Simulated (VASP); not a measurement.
Input of a VASP 6.6.1 run:

INCAR

```
  ALGO = Normal
  EDIFF = 1E-6
  ENCUT = 520
  ISIF = 2
  ISMEAR = -1
  LASPH = T
  LCHARG = F
  LREAL = F
  LWAVE = F
  NBANDS = 29
  NELM = 100
  PREC = Accurate
  SIGMA = 0.1
```

KPOINTS

```
k-points
0
Gamma
  6 6 6
```

File POSCAR:

```
ZnPd3
1.0
    3.8769000000      0.0000000000      0.0000000000
    0.0000000000      3.8769000000      0.0000000000
    0.0000000000      0.0000000000      3.8769000000
Zn Pd
1 3
Direct
    0.0000000000      0.0000000000      0.0000000000
    0.0000000000      0.5000000000      0.5000000000
    0.5000000000      0.0000000000      0.5000000000
    0.5000000000      0.5000000000      0.0000000000
```

Potentials or basis: VASP PAW LDA potentials, release 64 (Zn, Pd).

Run with:

```bash
$ cat potpaw_LDA.64/Zn/POTCAR potpaw_LDA.64/Pd/POTCAR > POTCAR
$ mpirun -np 1 vasp_std > vasp.out
```

(1) What does it give for the band gap on the k mesh?

(2) Estimate the pressure.

## Answers

(1) none (metal or under the smearing width).

(2) -9.0 GPa.
